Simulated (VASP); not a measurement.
# Lattice of Iridium across functionals and dispersion corrections, part 2 of 3

How close do the usual functionals, with and without dispersion, come to the cell of Iridium? The start is a cell from a database of measured crystal structures.

VASP 6.6.1, plane waves and PAW; the level of theory is named at each step.

Still holding for the runs below: This run has no spin polarisation. Its electron count is odd, so without a moment it is a metal by construction.

So far, final volume (Å³): step 2 (relaxation, level LDA) 14.0; step 3 (relaxation, level PBEsol) 14.1.

The database entry behind the starting cell differs from later determinations by our own check (0.1 to 0.3 % short, probably kX units), so it need not match the best structure at ambient conditions.

## Step 4: Relaxation with PBE

This step: PBE; plane waves and PAW (Ir) (VASP 6.6.1).

PBE, the usual starting point, adds the gradient of the density.

INCAR

```
SYSTEM = Ir
PREC = Accurate
ENCUT = 520
EDIFF = 1E-06
NELM = 100
ISMEAR = -1
SIGMA = 0.05
LREAL = .FALSE.
ALGO = Normal
GGA = PE
NBANDS = 10
LORBIT = 11
LWAVE = .FALSE.
LCHARG = .FALSE.
KPAR = 2
IBRION = 2
NSW = 60
ISIF = 3
EDIFFG = -0.01
```

POSCAR

```
Ir
1.0
    0.0000000000      1.9156000000      1.9156000000
    1.9156000000      0.0000000000      1.9156000000
    1.9156000000      1.9156000000      0.0000000000
Ir
1
Direct
    0.0000000000      0.0000000000      0.0000000000
```

KPOINTS

```
Automatic mesh
0
Gamma
12 12 12
0 0 0
```

The projector-augmented-wave data sets are Ir (PBE family, release 64).

Run with:

```sh
$ mpirun -np 2 vasp_std
```

The program printed:

```text
[banner, memory and clock lines left out]
running    2 mpi-ranks, on    1 nodes
[...]
LDA part: xc-table for (Slater+PW92), standard interpolation
 POSCAR, INCAR and KPOINTS ok, starting setup
[...]
entering main loop
       N       E                     dE             d eps       ncg     rms          rms(c)
DAV:   1     0.489776733704E+02    0.48978E+02   -0.42911E+03  1448   0.817E+02
DAV:   2    -0.850389889561E+01   -0.57482E+02   -0.54520E+02  1468   0.200E+02
DAV:   3    -0.940159842183E+01   -0.89770E+00   -0.89537E+00  1710   0.300E+01
DAV:   4    -0.940930204222E+01   -0.77036E-02   -0.77025E-02  1650   0.260E+00
[...]
DAV:  10    -0.885245114661E+01    0.89303E-05   -0.30984E-05  2046   0.635E-02    0.378E-02
DAV:  11    -0.885245350757E+01   -0.23610E-05   -0.25951E-06  1554   0.175E-02    0.514E-03
DAV:  12    -0.885245353674E+01   -0.29172E-07   -0.21216E-08   782   0.136E-03
   1 F= -.88524535E+01 E0= -.88500949E+01  d E =-.885245E+01
[... from here on, the cycles between the ionic steps are left out ...]
   2 F= -.86811641E+01 E0= -.86780475E+01  d E =0.171289E+00
   3 F= -.88681442E+01 E0= -.88656405E+01  d E =-.156906E-01
   4 F= -.88681894E+01 E0= -.88656928E+01  d E =-.157359E-01
[...]
reached required accuracy - stopping structural energy minimisation
```

Elapsed: 24 s, on 2 MPI ranks of AMD EPYC 7R43, shared host; peak memory 0.21 GiB.

Parts of OUTCAR (step 4):

```text
  Total       -0.0044661     -0.0044661     -0.0044661      0.0000000     -0.0000000      0.0000000
  in kB       -0.4933857     -0.4933857     -0.4933857      0.0000000     -0.0000000      0.0000000
  external PRESSURE =      -0.4933857 kB  Pullay stress =       0.0000000 kB

 POSITION                                       TOTAL-FORCE (eV/Angst)
 -----------------------------------------------------------------------------------
      0.00000      0.00000      0.00000        -0.000000      0.000000     -0.000000
 -----------------------------------------------------------------------------------
    total drift:                               -0.000000     -0.000000     -0.000000

  FREE ENERGIE OF THE ION-ELECTRON SYSTEM (eV)
  ---------------------------------------------------
  free  energy   TOTEN  =        -8.8681894432 eV

  energy  without entropy=       -8.8631961416  energy(sigma->0) =       -8.86569279

[... 2 parts as in an earlier step ...]

[... 2 further parts left out ...]
[key lines of the parts left out:]
E-fermi :  10.0043
```

Step by step:

```csv
step,energy less that of the first step (eV),largest force (eV/Å),pressure (GPa),volume (Å³)
1,0.0000,0.0000,11.81,14.06
2,0.1713,0.0000,-29.95,16.27
3,-0.0157,0.0000,-0.57,14.53
4,-0.0157,0.0000,-0.05,14.50
```

```csv
"conventional cell, symmetrised",before,after,change
a (Å),3.831,3.871,+1.0 %
b (Å),3.831,3.871,+1.0 %
c (Å),3.831,3.871,+1.0 %
volume (Å³/atom),14.06,14.50,+3.2 %
```

Final coordinates:

```
Ir
1.0
     0.00000    1.93557    1.93557
     1.93557    0.00000    1.93557
     1.93557    1.93557    0.00000
Ir
1
Direct
  0.00000 0.00000 0.00000
```

It ends at 14.50 Å³/atom, +3.2 % from the start, with -0.05 GPa left. The conventional cell has a = 3.871 Å.

## Step 5: Relaxation with r2SCAN

This step: r2SCAN; plane waves and PAW (Ir) (VASP 6.6.1).

r2SCAN adds the kinetic-energy density, costs more than a GGA and is run with LASPH.

Edit INCAR of step 4 so:

```diff
@@ -9,3 +9,4 @@
 ALGO = Normal
-GGA = PE
+METAGGA = R2SCAN
+LASPH = .TRUE.
 NBANDS = 10
```

POSCAR is that of step 4.

KPOINTS is that of step 4.

Run with:

```sh
$ mpirun -np 2 vasp_std
```

The program printed:

```text
[banner, memory and clock lines left out]
running    2 mpi-ranks, on    1 nodes
[...]
[... a notice as in an earlier step ...]

 LDA part: xc-table for (None), standard interpolation
 POSCAR, INCAR and KPOINTS ok, starting setup
[...]
entering main loop
       N       E                     dE             d eps       ncg     rms          rms(c)
DAV:   1     0.522631252166E+01    0.52263E+01   -0.44369E+03  1448   0.848E+02
DAV:   2    -0.537487774076E+02   -0.58975E+02   -0.56147E+02  1474   0.206E+02
DAV:   3    -0.546866341684E+02   -0.93786E+00   -0.93548E+00  1694   0.313E+01
DAV:   4    -0.546958740952E+02   -0.92399E-02   -0.92386E-02  1674   0.289E+00
[...]
DAV:  11    -0.523818470367E+02   -0.90647E-06   -0.10891E-05  1606   0.291E-02    0.144E-02
DAV:  12    -0.523818449471E+02    0.20896E-05   -0.17023E-06   868   0.163E-02    0.155E-03
DAV:  13    -0.523818449499E+02   -0.27718E-08   -0.17344E-07   762   0.604E-03
   1 F= -.52381845E+02 E0= -.52379549E+02  d E =-.523818E+02
[... from here on, the cycles between the ionic steps are left out ...]
   2 F= -.52325619E+02 E0= -.52322993E+02  d E =0.562261E-01
   3 F= -.52385951E+02 E0= -.52383591E+02  d E =-.410631E-02
   4 F= -.52385955E+02 E0= -.52383595E+02  d E =-.410962E-02
[...]
reached required accuracy - stopping structural energy minimisation
```

It took 2.1 min on 2 MPI ranks; peak memory 0.21 GiB.

OUTCAR, selected parts (step 5):

```text
  Total       -0.0002630     -0.0002630     -0.0002630      0.0000000      0.0000000      0.0000000
  in kB       -0.0295096     -0.0295096     -0.0295096      0.0000000      0.0000000      0.0000000
  external PRESSURE =      -0.0295096 kB  Pullay stress =       0.0000000 kB

 POSITION                                       TOTAL-FORCE (eV/Angst)
 -----------------------------------------------------------------------------------
      0.00000      0.00000      0.00000         0.000000     -0.000000      0.000000
 -----------------------------------------------------------------------------------
    total drift:                               -0.000000     -0.000000     -0.000000

  FREE ENERGIE OF THE ION-ELECTRON SYSTEM (eV)
  ---------------------------------------------------
  free  energy   TOTEN  =       -52.3859545656 eV

  energy  without entropy=      -52.3812363468  energy(sigma->0) =      -52.38359546

[... 2 parts as in an earlier step ...]

[... 2 further parts left out ...]
[key lines of the parts left out:]
E-fermi :  10.0446
```

Relaxation path:

```csv
step,energy less that of the first step (eV),largest force (eV/Å),pressure (GPa),volume (Å³)
1,0.0000,0.0000,6.15,14.06
2,0.0562,0.0000,-19.92,15.19
3,-0.0041,0.0000,-0.14,14.28
4,-0.0041,0.0000,0.00,14.28
```

```csv
"conventional cell, symmetrised",before,after,change
a (Å),3.831,3.851,+0.5 %
b (Å),3.831,3.851,+0.5 %
c (Å),3.831,3.851,+0.5 %
volume (Å³/atom),14.06,14.28,+1.6 %
```

The relaxed structure:

```cif
data_structure
_symmetry_space_group_name_H-M 'P 1'
_symmetry_Int_Tables_number 1
_cell_length_a 2.7231
_cell_length_b 2.7231
_cell_length_c 2.7231
_cell_angle_alpha 60.000
_cell_angle_beta 60.000
_cell_angle_gamma 60.000
_cell_volume 14.28
loop_
_atom_site_label
_atom_site_type_symbol
_atom_site_fract_x
_atom_site_fract_y
_atom_site_fract_z
_atom_site_occupancy
Ir1 Ir 0.00000 0.00000 0.00000 1
```

It ends at 14.28 Å³/atom, +1.6 % from the start, with 0.00 GPa left. The conventional cell has a = 3.851 Å.

## Step 6: Relaxation with PBE + D3(BJ)

This step: PBE with D3(BJ); plane waves and PAW (Ir) (VASP 6.6.1).

A dispersion term adds the long-range attraction that semilocal functionals lack. D3 with Becke-Johnson damping keeps a finite attraction at short range.

Edit INCAR of step 5 so:

```diff
@@ -9,4 +9,4 @@
 ALGO = Normal
-METAGGA = R2SCAN
-LASPH = .TRUE.
+GGA = PE
+IVDW = 12
 NBANDS = 10
```

POSCAR is that of step 5.

KPOINTS is that of step 5.

Run with:

```sh
$ mpirun -np 2 vasp_std
```

The program printed:

```text
[... set-up lines as in an earlier step ...]
 entering main loop
       N       E                     dE             d eps       ncg     rms          rms(c)
[... 12 cycles as in an earlier step ...]
   1 F= -.95923671E+01 E0= -.95900084E+01  d E =-.959237E+01
[...]
N       E                     dE             d eps       ncg     rms          rms(c)
DAV:   1    -0.894027734799E+01   -0.87824E-01   -0.24332E+00  1568   0.222E+01    0.220E+00
DAV:   2    -0.887428546282E+01    0.65992E-01   -0.15912E-01  1576   0.484E+00    0.952E-01
DAV:   3    -0.886730415537E+01    0.69813E-02   -0.27956E-02  1766   0.179E+00    0.353E-01
DAV:   4    -0.886729804788E+01    0.61075E-05   -0.56498E-04  1688   0.222E-01    0.734E-02
DAV:   5    -0.886731885612E+01   -0.20808E-04   -0.36186E-05  1850   0.375E-02    0.958E-03
DAV:   6    -0.886732187693E+01   -0.30208E-05   -0.12151E-06  1438   0.681E-03    0.491E-04
DAV:   7    -0.886732186669E+01    0.10244E-07   -0.28303E-08   750   0.185E-03
   2 F= -.95782713E+01 E0= -.95757411E+01  d E =0.140958E-01
 trial-energy change:    0.014096  1 .order    0.013611   -0.010307    0.037530
 step:   0.2055(harm=  0.2155)  dis= 0.00000  next Energy=    -9.593422 (dE=-0.106E-02)
[...]
N       E                     dE             d eps       ncg     rms          rms(c)
DAV:   1    -0.890614229614E+01   -0.38820E-01   -0.15400E+00  1570   0.177E+01    0.209E+00
DAV:   2    -0.886400705098E+01    0.42135E-01   -0.90776E-02  1572   0.372E+00    0.628E-01
DAV:   3    -0.885947383062E+01    0.45332E-02   -0.17798E-02  1722   0.146E+00    0.188E-01
DAV:   4    -0.885953127907E+01   -0.57448E-04   -0.36818E-04  1726   0.179E-01    0.363E-02
DAV:   5    -0.885955188583E+01   -0.20607E-04   -0.21204E-05  1836   0.285E-02    0.612E-03
DAV:   6    -0.885955519285E+01   -0.33070E-05   -0.16282E-06  1560   0.814E-03    0.299E-04
DAV:   7    -0.885955517079E+01    0.22059E-07   -0.24298E-08   734   0.138E-03
   3 F= -.95933925E+01 E0= -.95909995E+01  d E =-.102545E-02
[...]
reached required accuracy - stopping structural energy minimisation
```

Elapsed: 27 s, on 2 MPI ranks; peak memory 0.24 GiB; 51 s of CPU time.

From OUTCAR (step 6):

```text
 Edisp (eV)   -0.71095

 Edisp (eV)   -0.73384

  Total      -0.00191    -0.00191    -0.00191     0.00000    -0.00000     0.00000
  in kB      -0.21579    -0.21579    -0.21579     0.00000    -0.00000     0.00000
  external pressure =       -0.22 kB  Pullay stress =        0.00 kB

  FREE ENERGIE OF THE ION-ELECTRON SYSTEM (eV)
  ---------------------------------------------------
  free  energy   TOTEN  =        -9.5933925359 eV

  energy  without entropy=       -9.5886065205  energy(sigma->0) =       -9.59099953

[... 3 parts as in an earlier step ...]

[... 2 further parts left out ...]
[key lines of the parts left out:]
E-fermi :  10.4087
```

Dispersion corrections of this kind ignore metallic screening and tend to overbind metals.

It ends at 14.17 Å³/atom, +0.8 % from the start, with -0.02 GPa left. The conventional cell has a = 3.841 Å. Against plain PBE, the dispersion term moves a by -0.8 %.

## Step 7: Relaxation with r2SCAN + rVV10

This step: r2SCAN with rVV10; plane waves and PAW (Ir) (VASP 6.6.1).

LUSE_VDW switches on a nonlocal correlation term for dispersion.

Edit INCAR of step 6 so:

```diff
@@ -9,4 +9,8 @@
 ALGO = Normal
-GGA = PE
-IVDW = 12
+METAGGA = R2SCAN
+LUSE_VDW = .TRUE.
+IVDW_NL = 2
+BPARAM = 11.95
+CPARAM = 0.0093
+LASPH = .TRUE.
 NBANDS = 10
```

POSCAR is that of step 6.

KPOINTS is that of step 6.

Run with:

```sh
$ mpirun -np 2 vasp_std
```

The program printed:

```text
[banner, memory and clock lines left out]
running    2 mpi-ranks, on    1 nodes
[...]
|                                                                             |
|               ----> ADVICE to this user running VASP <----                  |
|                                                                             |
|     You have switched on vdW-DFT.                                           |
|     This routine was written and supplied by Jiri Klimes. We recommend      |
|     that you carefully read and cite the following publications:            |
|       J. Klimes, D.R. Bowler, A. Michelides                                 |
|          J. Phys.: Cond Matt. 22 022201 (2010)                              |
|       J. Klimes, D.R. Bowler, A. Michelides                                 |
|          Phys. Rev. B. 83, 195131 (2011)                                    |
|     and references therein.                                                 |
|                                                                             |

[...]
DAV:   4    -0.522609681795E+02    0.13489E-04   -0.39341E-04  2016   0.165E-01    0.175E-01
Total rVV10 correction in eV:      0.1243830    12.2708602
Total rVV10 correction in eV:      0.1243830    12.2708602
DAV:   5    -0.522610220446E+02   -0.53865E-04   -0.32016E-04  1924   0.116E-01    0.108E-02
Total rVV10 correction in eV:      0.1244357    12.2708602
Total rVV10 correction in eV:      0.1244357    12.2708602
DAV:   6    -0.522610274795E+02   -0.54349E-05   -0.10116E-05  1634   0.396E-02    0.597E-03
Total rVV10 correction in eV:      0.1244467    12.2708602
Total rVV10 correction in eV:      0.1244467    12.2708602
DAV:   7    -0.522610260956E+02    0.13839E-05   -0.18318E-06  1224   0.124E-02    0.100E-03
Total rVV10 correction in eV:      0.1244424    12.2708602
Total rVV10 correction in eV:      0.1244424    12.2708602
DAV:   8    -0.522610265833E+02   -0.48766E-06   -0.54142E-08   736   0.238E-03
Total rVV10 correction in eV:      0.1244409    12.2708602
Total rVV10 correction in eV:      0.1244409    12.2708602
Total rVV10 correction in eV:      0.1244418    12.2708602
Total rVV10 correction in eV:      0.1244418    12.2708602
   3 F= -.52261027E+02 E0= -.52258682E+02  d E =-.200436E-02
[...]
reached required accuracy - stopping structural energy minimisation
```

Elapsed: 2.7 min, on 2 MPI ranks; peak memory 0.32 GiB.

Parts of OUTCAR (step 7):

```text
  Total       -0.0054544     -0.0054544     -0.0054544      0.0000000      0.0000000      0.0000000
  in kB       -0.6148355     -0.6148355     -0.6148355      0.0000000      0.0000000      0.0000000
  external PRESSURE =      -0.6148355 kB  Pullay stress =       0.0000000 kB

 POSITION                                       TOTAL-FORCE (eV/Angst)
 -----------------------------------------------------------------------------------
      0.00000      0.00000     -0.00000         0.000000      0.000000      0.000000
 -----------------------------------------------------------------------------------
    total drift:                               -0.000000     -0.000000     -0.000000

  FREE ENERGIE OF THE ION-ELECTRON SYSTEM (eV)
  ---------------------------------------------------
  free  energy   TOTEN  =       -52.2610265833 eV

  energy  without entropy=      -52.2563366864  energy(sigma->0) =      -52.25868163

[... 2 parts as in an earlier step ...]

[... 2 further parts left out ...]
[key lines of the parts left out:]
E-fermi :  10.1254
```

It ends at 14.21 Å³/atom, +1.1 % from the start, with -0.06 GPa left. The conventional cell has a = 3.845 Å. Against plain r2SCAN, the dispersion term moves a by -0.2 %.

## Step 8: Relaxation with r2SCAN + D4

This step: r2SCAN with D4; plane waves and PAW (Ir) (VASP 6.6.1).

D4 lets the coefficients depend on atomic charges too.

Edit INCAR of step 7 so:

```diff
@@ -10,6 +10,7 @@
 METAGGA = R2SCAN
-LUSE_VDW = .TRUE.
-IVDW_NL = 2
-BPARAM = 11.95
-CPARAM = 0.0093
+IVDW = 13
+VDW_S6 = 1
+VDW_S8 = 0.6018749
+VDW_A1 = 0.51559235
+VDW_A2 = 5.77342911
 LASPH = .TRUE.
```

POSCAR is that of step 7.

KPOINTS is that of step 7.

Run with:

```sh
$ mpirun -np 2 vasp_std
```

The program printed:

```text
[... set-up lines as in an earlier step ...]
 entering main loop
       N       E                     dE             d eps       ncg     rms          rms(c)
[... 13 cycles as in an earlier step ...]
   1 F= -.52681759E+02 E0= -.52679463E+02  d E =-.526818E+02
[...]
N       E                     dE             d eps       ncg     rms          rms(c)
DAV:   1    -0.524538533721E+02   -0.72008E-01   -0.30252E+00  1574   0.250E+01    0.227E+00
DAV:   2    -0.523799603097E+02    0.73893E-01   -0.20972E-01  1582   0.528E+00    0.984E-01
DAV:   3    -0.523732394899E+02    0.67208E-02   -0.25883E-02  1772   0.175E+00    0.463E-01
DAV:   4    -0.523731454978E+02    0.93992E-04   -0.14037E-03  2150   0.218E-01    0.476E-02
DAV:   5    -0.523731400952E+02    0.54026E-05   -0.12741E-04  1702   0.146E-01    0.138E-02
DAV:   6    -0.523731486121E+02   -0.85169E-05   -0.63912E-06  1534   0.208E-02    0.723E-03
DAV:   7    -0.523731483158E+02    0.29633E-06   -0.27906E-07   796   0.435E-03
   2 F= -.52662880E+02 E0= -.52660405E+02  d E =0.188786E-01
 trial-energy change:    0.018879  1 .order    0.018174   -0.013180    0.049529
 step:   0.1994(harm=  0.2102)  dis= 0.00000  next Energy=   -52.683067 (dE=-0.131E-02)
[...]
N       E                     dE             d eps       ncg     rms          rms(c)
DAV:   1    -0.524375379342E+02   -0.64389E-01   -0.19332E+00  1578   0.200E+01    0.216E+00
DAV:   2    -0.523898602737E+02    0.47678E-01   -0.11446E-01  1582   0.403E+00    0.651E-01
DAV:   3    -0.523851565715E+02    0.47037E-02   -0.17723E-02  1704   0.150E+00    0.243E-01
DAV:   4    -0.523851387158E+02    0.17856E-04   -0.36302E-04  2132   0.138E-01    0.115E-01
DAV:   5    -0.523851745194E+02   -0.35804E-04   -0.11979E-04  1894   0.928E-02    0.985E-03
DAV:   6    -0.523851771320E+02   -0.26125E-05   -0.43433E-06  1682   0.186E-02    0.312E-03
DAV:   7    -0.523851764867E+02    0.64531E-06   -0.44702E-07   748   0.718E-03
   3 F= -.52683061E+02 E0= -.52680730E+02  d E =-.130184E-02
[...]
reached required accuracy - stopping structural energy minimisation
```

Wall time 2.2 min (2 MPI ranks); peak memory 0.22 GiB.

(Part 2 of 3 ends here.)

[Lines on the potential files, build, host, timing and source positions are cut from VASP's logs without a mark.]

[Logs are printed without paths, hosts, clocks, repeated set-up lines and the standing remarks that a program may print on its own settings, such as how far it seeks lower states.]

[Hosts, paths, dates, database ids (printed as entryN), source tags and the programs' standing remarks are cut or masked in the printed files.]

[Measured values are set beside computed ones only where the two were judged alike; some that the calculation misses by far are left out.]

[In band tables of VASP the shares of atoms and orbitals are scaled to a sum of 1 inside the atoms' spheres.]
